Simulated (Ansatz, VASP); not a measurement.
Y2S in VASP and in Ansatz

```
Y S
1.0
     4.59350    0.00000    0.00000
     0.00000    4.59350    0.00000
     0.00000    0.00000    3.50034
Y S
2 1
Direct
  0.00000 0.50000 0.00000
  0.50000 0.00000 0.00000
  0.50000 0.50000 0.50000
```

Change from the starting cell: ordered vacancies on the anion sites of caesium chloride (P4/mmm, No. 123).

Alike in both runs: task relaxation of cell and atoms; functional PBE; k mesh 10 × 10 × 14; occupations gaussian, width 0.1 eV; no spin polarisation.

|  | VASP | Ansatz |
| --- | --- | --- |
| version | VASP 6.6.1 | Ansatz 0.2.0 |
| potentials or method | VASP PAW PBE potentials, release 64 (Y_sv, S) | scalar-relativistic, plane waves, PAW |
| plane-wave cutoff (eV) | 600 | 420 |
| valence electrons in the cell | 28 | 28 |

|  | VASP | Ansatz | Ansatz less VASP |
| --- | --- | --- | --- |
| gap on the k mesh at the Fermi level, each at its own relaxed structure (eV) | none | none | - |
| relaxed volume (Å³/atom) | 24.59 | 24.62 | +0.029 |
| relaxed cell length with the largest relative difference (Å) | 3.498 | 3.500 | +0.0019 |

A gap of «none» marks a metal or a gap that the smearing closes.
